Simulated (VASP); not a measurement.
Energy against volume of Nb (bcc). These are PBE GGA, VASP's PBE PAW potentials (set 64) (plane waves; VASP) values and carry that method's errors.

| V (Å³/atom) | E (eV/atom) |
|---|---|
| 17.037 | -10.17478 |
| 17.581 | -10.20496 |
| 18.124 | -10.21445 |
| 18.668 | -10.20616 |
| 19.212 | -10.18278 |

### Question
Fit a third-order Birch-Murnaghan equation of state.

### Answer

```
Property                                         Value
---------------------------------------  -------------
volume per atom                          18.13 Å³/atom
bulk modulus                                   173 GPa
pressure derivative of the bulk modulus           4.24
lattice constant a                             3.310 Å
```

Measured: bulk modulus 173 GPa at 0 K (computed value off by +0.1 %), as given by Daniel Mejia-Rodriguez et al., Physical Review B (2018), arXiv:1807.09216 [0 K value with the zero-point phonon effect removed]; a 3.294 Å at 0 K (computed value off by +0.5 %), as given by Daniel Mejia-Rodriguez et al., Physical Review B (2018), arXiv:1807.09216 [static lattice: zero-point anharmonic expansion removed].

The compound is Nb in the bcc structure. It was relaxed first.
